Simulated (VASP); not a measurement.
## Ge6Si2 (ordered alloy cell): computed properties

All values below come from PBEsol GGA, VASP's PBE PAW potentials (set 64) (plane waves; VASP).

```
Quantity                                                                                                             Value
---------------------------------------------  ---------------------------------------------------------------------------
space group                                                                                                     R-3m (166)
cell                                           a = 3.963 Å, b = 3.963 Å, c = 38.741 Å, α = 90.00°, β = 90.00°, γ = 120.00°
volume per atom                                                                                             21.95 Å^3/atom
band gap (over mesh and band path)                                                                                 0.23 eV
smallest direct gap (over mesh and band path)                                                                      0.23 eV
band-edge character                                                                                         direct, Γ to Γ
density                                                                                                         4.65 g/cm³
```

Space group R-3m, hexagonal axes (No. 166); a = b = 3.9627 Å, c = 38.7406 Å, α = β = 90.00°, γ = 120.00°

```csv
atom,site,symmetry,x,y,z
Si,6c,3m,0.0000,0.0000,0.1573
Ge,6c,3m,0.0000,0.0000,0.0953
Ge,6c,3m,0.0000,0.0000,0.4071
Ge,6c,3m,0.0000,0.0000,0.3440
```
(The calculation used a cell of 8 atoms; values per cell refer to that cell.)

The structure was generated: Ge6Si2 was put into an ordered model structure (R-3m), which need not be its known phase. It was relaxed first. Symmetry was kept, so distortions that lower it aren't found.
